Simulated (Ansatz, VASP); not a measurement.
# GePt in two plane-wave programs, part 2 of 2

One calculation is typed for both programs; each brings its own data sets. How far apart do they land? The cell is generated by rule, not measured, and may not be a known phase. The cell is taken from a series of runs on this material, whose earlier steps may have relaxed, scaled, displaced or heated it; both programs get it as it stands.

VASP 6.6.1 and Ansatz 0.2.0.

So far, pressure: step 4 (comparison) 0.913.

### Step 6. VASP: single point, r2SCAN, pair 2

Level of this step: r2SCAN; plane waves and PAW (Pt, Ge_d); invented cell (VASP).

The same cell, functional, mesh and smearing now go to VASP, with its own data sets.

INCAR

```
SYSTEM = GePt
PREC = Accurate
ENCUT = 550
EDIFF = 1E-06
NELM = 120
ISMEAR = 1
SIGMA = 0.2
LREAL = .FALSE.
ALGO = Normal
METAGGA = R2SCAN
LASPH = .TRUE.
NBANDS = 30
LORBIT = 11
LWAVE = .FALSE.
LCHARG = .FALSE.
ISIF = 2
GGA_COMPAT = .FALSE.
LMIXTAU = .TRUE.
KPAR = 2
```

POSCAR

```
GePt
1.0
   -3.1569466852      0.0000000000      0.0000000000
    0.0000000000     -3.1569466852     -3.1569466852
    0.0000000000     -3.1569466852      3.1569466852
Pt Ge
2 2
Direct
    0.0696875880      0.5000000000      0.5000000000
    0.9303124120      0.0000000000      0.0000000000
    0.5000000000      0.0000000000      0.5000000000
    0.5000000000      0.5000000000      0.0000000000
```

KPOINTS

```
Automatic mesh
0
Gamma
14 10 10
0 0 0
```

PAW data sets: Pt and Ge_d (PBE family, release 64).

The run is started by

```bash
> mpirun -np 2 vasp_std
```

Numbers of over 12 decimals in the logs are rounded to 6 here.

Output:

```text
[banner, memory and clock lines left out]
running    2 mpi-ranks, on    1 nodes
[...]
[... a notice as in an earlier step ...]

 LDA part: xc-table for (None), standard interpolation
 POSCAR, INCAR and KPOINTS ok, starting setup
[...]
entering main loop
       N       E                     dE             d eps       ncg     rms          rms(c)
DAV:   1     0.354269339453E+03    0.35427E+03   -0.24406E+04 13042   0.430E+03
DAV:   2    -0.704588964472E+02   -0.42473E+03   -0.40448E+03 10142   0.930E+02
DAV:   3    -0.137278734624E+03   -0.66820E+02   -0.64017E+02 11226   0.191E+02
DAV:   4    -0.140305918502E+03   -0.30272E+01   -0.29923E+01 11604   0.454E+01
[...]
DAV:  16    -0.130890151413E+03   -0.69969E-05   -0.11531E-05  9084   0.262E-02    0.137E-03
DAV:  17    -0.130890153833E+03   -0.24207E-05   -0.13056E-06  6636   0.986E-03    0.331E-04
DAV:  18    -0.130890154022E+03   -0.18842E-06   -0.12642E-07  5262   0.338E-03
   1 F= -.13089015E+03 E0= -.13089068E+03  d E =0.158025E-02
```

Parts of OUTCAR (step 6):

```text
  Total        1.4826333      0.7358878      0.7358878      0.0000000      0.0000000      0.0000000
  in kB       37.7496215     18.7365865     18.7365865      0.0000000      0.0000000      0.0000000
  external PRESSURE =      25.0742648 kB  Pullay stress =       0.0000000 kB

 POSITION                                       TOTAL-FORCE (eV/Angst)
 -----------------------------------------------------------------------------------
     -0.22000     -3.15695      0.00000        -0.051090     -0.000000     -0.000000
     -2.93695      0.00000      0.00000         0.051090      0.000000      0.000000
     -1.57847     -1.57847      1.57847         0.000000     -0.000000     -0.000000
     -1.57847     -1.57847     -1.57847         0.000000     -0.000000     -0.000000
 -----------------------------------------------------------------------------------
    total drift:                               -0.000000      0.000000     -0.000000

  FREE ENERGIE OF THE ION-ELECTRON SYSTEM (eV)
  ---------------------------------------------------
  free  energy   TOTEN  =      -130.8901540219 eV

  energy  without entropy=     -130.8917342734  energy(sigma->0) =     -130.89068077

[... 2 parts as in an earlier step ...]

[... 1 further part left out ...]
[key lines of the parts left out:]
E-fermi :   9.8586
```

The run ends at a pressure of 2.51 GPa, with forces up to 0.051 eV/Å.

### Step 7. Side by side

What differs besides the data sets and the points named for the pairs above, as far as they apply: the data sets hold 64 valence electrons in Ansatz (on its default PAW (the set named soft_2) files) and 48 in VASP. Total energies have different zeros and are not compared.

The two programs side by side:

| quantity | Ansatz | VASP | difference |
| --- | --- | --- | --- |
| pressure (GPa) | 2.42 | 2.51 | -0.09 |

Forces (eV/Å; atoms numbered as in POSCAR):

| atom | Ansatz x, y, z | VASP x, y, z |
| --- | --- | --- |
| Pt1 | -0.052, 0.000, 0.000 | -0.051, 0.000, 0.000 |
| Pt2 | 0.052, 0.000, 0.000 | 0.051, 0.000, 0.000 |
| Ge3 | 0.000, 0.000, 0.000 | 0.000, 0.000, 0.000 |
| Ge4 | 0.000, 0.000, 0.000 | 0.000, 0.000, 0.000 |

The forces differ by 0.3 meV/Å r.m.s., which is 1.3 % of the r.m.s. force of 0.021 eV/Å (both taken over all components).

### Step 8. VASP: single point, r2SCAN, pair 3

With cell and atoms fixed, the geometry can't cause a difference; cores, projectors, grids and the points listed under the comparison can.

INCAR is that of step 6.

POSCAR: that of step 6 with these lines changed.

```diff
@@ -8,4 +8,4 @@
 Direct
-    0.0696875880      0.5000000000      0.5000000000
-    0.9303124120      0.0000000000      0.0000000000
+    0.1013637644      0.5000000000      0.5000000000
+    0.8986362356      0.0000000000      0.0000000000
     0.5000000000      0.0000000000      0.5000000000
```

KPOINTS is that of step 6.

The run is started by

```bash
> mpirun -np 2 vasp_std
```

Output:

```text
[... set-up lines as in an earlier step ...]
 entering main loop
       N       E                     dE             d eps       ncg     rms          rms(c)
DAV:   1     0.353273588760E+03    0.35327E+03   -0.24349E+04 12978   0.429E+03
DAV:   2    -0.705296422371E+02   -0.42380E+03   -0.40353E+03 10126   0.924E+02
DAV:   3    -0.137306123333E+03   -0.66776E+02   -0.64000E+02 11278   0.191E+02
DAV:   4    -0.140309203268E+03   -0.30031E+01   -0.29571E+01 11636   0.454E+01
[...]
DAV:  16    -0.130886339698E+03   -0.15946E-05   -0.10084E-05  9090   0.248E-02    0.183E-03
DAV:  17    -0.130886342996E+03   -0.32978E-05   -0.20134E-06  8212   0.112E-02    0.429E-04
DAV:  18    -0.130886343168E+03   -0.17249E-06   -0.13098E-07  5178   0.346E-03
   1 F= -.13088634E+03 E0= -.13088644E+03  d E =0.277831E-03
```

From OUTCAR (step 8):

```text
  Total        2.9108825      1.6842868      1.6842868      0.0000000      0.0000000      0.0000000
  in kB       74.1145569     42.8839603     42.8839603      0.0000000      0.0000000      0.0000000
  external PRESSURE =      53.2941591 kB  Pullay stress =       0.0000000 kB

 POSITION                                       TOTAL-FORCE (eV/Angst)
 -----------------------------------------------------------------------------------
     -0.32000     -3.15695      0.00000         0.112737     -0.000000     -0.000000
     -2.83695      0.00000      0.00000        -0.112737     -0.000000     -0.000000
     -1.57847     -1.57847      1.57847         0.000000      0.000000      0.000000
     -1.57847     -1.57847     -1.57847         0.000000      0.000000      0.000000
 -----------------------------------------------------------------------------------
    total drift:                               -0.000000      0.000000     -0.000000

  FREE ENERGIE OF THE ION-ELECTRON SYSTEM (eV)
  ---------------------------------------------------
  free  energy   TOTEN  =      -130.8863431683 eV

  energy  without entropy=     -130.8866209996  energy(sigma->0) =     -130.88643578

[... 2 parts as in an earlier step ...]

[... 1 further part left out ...]
[key lines of the parts left out:]
E-fermi :   9.8881
```

The run ends at a pressure of 5.33 GPa, with forces up to 0.11 eV/Å.

### Step 9. Ansatz: single point, r2SCAN, pair 3

The same cell, functional, mesh and smearing now go to Ansatz, which takes its cutoff from its data sets.

The cell is taken from a series of runs on this material, whose earlier steps may have relaxed, scaled, displaced or heated it; both programs get it as it stands.

input.yaml

```yaml
crystal:
  lattice:
    - [-3.1569466852, 0.0, 0.0]
    - [0.0, -3.1569466852, -3.1569466852]
    - [0.0, -3.1569466852, 3.1569466852]
  atoms:
    - { symbol: Pt, position: [0.1013637644, 0.5, 0.5] }
    - { symbol: Pt, position: [-0.1013637644, 0.0, 0.0] }
    - { symbol: Ge, position: [0.5, 0.0, 0.5] }
    - { symbol: Ge, position: [0.5, 0.5, 0.0] }
kpoints:
  mp_grid: { grid: [14, 10, 10] }
hamiltonian:
  xc: r2scan
scf:
  occupations: { method: methfessel_paxton, width: 0.2 }
output:
  forces: true
  stress: true
  eigenvalues: true
```

The run is started by

```bash
> ansatz run input.yaml --threads 4 --pin off --max-ram 7168MiB --backend cpu --events-out ev --progress --plain --runs-dir out
```

Output:

```text
[...]
Crystal: 4 atoms, lattice volume = 62.926 Å³
Basis set: ecut = 500 eV, 1583 PW (Γ), exchange–correlation on 96×144×144 points (64 copies of the dense FFT grid, shifted against one another)
Bands: 39, of which v1, the nominal top of the filled ones, is band 32 counted from 1 (31 counted from 0)
Symmetry: 16 space group operations
[...]
k-points: 168 of 1400
[...]
k-point 0: bands = [... 28 lower, 15.6585, 15.6585, 16.3206, 17.9943, 18.6522, 20.1855, 20.1855, 22.1957, ... 3 higher]
  k-point 1: bands = [... 28 lower, 15.4322, 15.4803, 16.5713, 18.3358, 18.9759, 19.8489, 20.1020, 22.2154, ... 3 higher]
  k-point 2: bands = [... 28 lower, 15.1416, 15.2298, 17.0373, 18.5111, 19.3019, 19.8665, 20.2642, 22.3055, ... 3 higher]
  k-point 167: bands = [... 28 lower, 15.2533, 15.2533, 16.7810, 16.7810, 18.1566, 18.1566, 19.4270, 19.4270, ... 3 higher]
[key lines of the parts left out:]
SCF converged after 8 iterations
Free energy (F): -33679.493106 eV
Fermi energy:    18.284710 eV
P = ⅓ Tr σ = 5.2052 GPa (52.052 kbar)
```

Between step 4 and this run (other positions) the value for the pressure moves from 0.913 to 5.21 (+470 %).

### Step 10. Differences

What differs besides the data sets and the points named for the pairs above, as far as they apply: the data sets hold 64 valence electrons in Ansatz (on its default PAW (the set named soft_2) files) and 48 in VASP. Total energies have different zeros and are not compared.

Compared:

| quantity | Ansatz | VASP | difference |
| --- | --- | --- | --- |
| pressure (GPa) | 5.21 | 5.33 | -0.12 |

Forces (eV/Å; atoms numbered as in POSCAR):

| atom | Ansatz x, y, z | VASP x, y, z |
| --- | --- | --- |
| Pt1 | 0.107, 0.000, 0.000 | 0.113, 0.000, 0.000 |
| Pt2 | -0.107, 0.000, 0.000 | -0.113, 0.000, 0.000 |
| Ge3 | 0.000, 0.000, 0.000 | 0.000, 0.000, 0.000 |
| Ge4 | 0.000, 0.000, 0.000 | 0.000, 0.000, 0.000 |

The forces differ by 2.4 meV/Å r.m.s., which is 5.3 % of the r.m.s. force of 0.046 eV/Å (both taken over all components).

### Step 11. Outcome

```yaml
r_m_s_force_difference_single_point_r2scan_pair_1: 0.27 meV/Å
difference_in_pressure_single_point_r2scan_pair_2: -0.091 GPa
r_m_s_force_difference_single_point_r2scan_pair_3: 2.4 meV/Å
```

**Reading.** The r.m.s. force difference is 2.4 meV/Å (single point, r2SCAN, pair 3), within the 12 meV/Å picked in this series as the mark of a large difference. The data sets hold unlike numbers of valence electrons (64 in Ansatz and 48 in VASP), so part of the differences comes from the potentials. Such differences can come from data sets, numerical settings and the points named under the comparisons, not from the functional's error against experiment.

[Lines on the potential files, build, host, timing and source positions are cut from VASP's logs without a mark.]

[Logs are printed without paths, hosts, clocks, repeated set-up lines and the standing remarks that a program may print on its own settings, such as how far it seeks lower states.]

[Hosts, paths, dates, database ids (printed as entryN), source tags and the programs' standing remarks are cut or masked in the printed files.]
